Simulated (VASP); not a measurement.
A VASP calculation is set up with these files.

File POSCAR:
```
TiO2
1
    2.9506645400    -0.0000623419     0.0000223191
    0.0001068994     4.7134386504    -0.0061453407
    1.4748227656     0.2333788286     7.0551143748
Ti O
3 6
Direct
  0.6620316313   0.5190916351   0.6840187735
  0.3447946905   0.4816871362   0.3174053925
  0.0034172837   0.0003431891   0.0007030300
  0.5679659706   0.8157291045   0.8723073975
  0.2293027689   0.7029483071   0.5494930158
  0.9063119472   0.6923996064   0.1955071592
  0.1011800137   0.3083474415   0.8058829131
  0.7780795367   0.2977932092   0.4518865727
  0.4396161576   0.1850603708   0.1290957456
```

**INCAR**
```
GGA=PS
ENCUT=520
ISIF=2   ! forces and stress, cell fixed
ISMEAR=-5
LASPH=T
LMAXMIX=4   ! l cut-off of mixed one-centre charges
SYSTEM=TiO2
LEFG=T
LREAL=F   ! projection in real space or not
ALGO=Normal   ! blocked Davidson
LORBIT=11   ! lm-projected
NELM=100   ! most electronic steps
LCHARG=T
EDIFF=1E-7   ! SCF stop (eV)
PREC=Accurate
NEDOS=601
LWAVE=F
```

KPOINTS:
```
Automatic mesh
0
gamma
 9 5 4
0 0 0
```

POTCAR, in this order: Ti_sv O (PBE.64 set). Program: vasp_std.

Q: Translate this PBEsol calculation to Ansatz.

A: One equivalent input (not run):
Ansatz 0.2 input:
```yaml
crystal:
  lattice:
    - [2.9506645, -0.0000623, 0.0000223]
    - [0.0001069, 4.7134387, -0.0061453]
    - [1.4748228, 0.2333788, 7.0551144]
  atoms:
    - { symbol: Ti, position: [0.6620316, 0.5190916, 0.6840188] }
    - { symbol: Ti, position: [0.3447947, 0.4816871, 0.3174054] }
    - { symbol: Ti, position: [0.0034173, 0.0003432, 0.0007030] }
    - { symbol: O, position: [0.5679660, 0.8157291, 0.8723074] }
    - { symbol: O, position: [0.2293028, 0.7029483, 0.5494930] }
    - { symbol: O, position: [0.9063119, 0.6923996, 0.1955072] }
    - { symbol: O, position: [0.1011800, 0.3083474, 0.8058829] }
    - { symbol: O, position: [0.7780795, 0.2977932, 0.4518866] }
    - { symbol: O, position: [0.4396162, 0.1850604, 0.1290957] }
kpoints:
  mp_grid: { grid: [9, 5, 4] }
hamiltonian:
  xc: pbesol
  pseudopotentials: { kind: paw }
scf:
  occupations: { method: tetrahedron }
  max_iter: 100
output: { forces: true, stress: true, eigenvalues: true }
```
Limits of the translation: each code has its own PAW files, so the cut-off isn't converted (ENCUT is set for VASP's; basis.ecutwfc is left out, and Ansatz then takes the one that its files recommend); Ansatz stops its SCF on the density residual and VASP on the energy change (EDIFF); the field gradients of LEFG aren't asked of the other code.

The structure comes from a computed database's TiO2 entry; how it stands against other phases isn't given here. It was relaxed first.
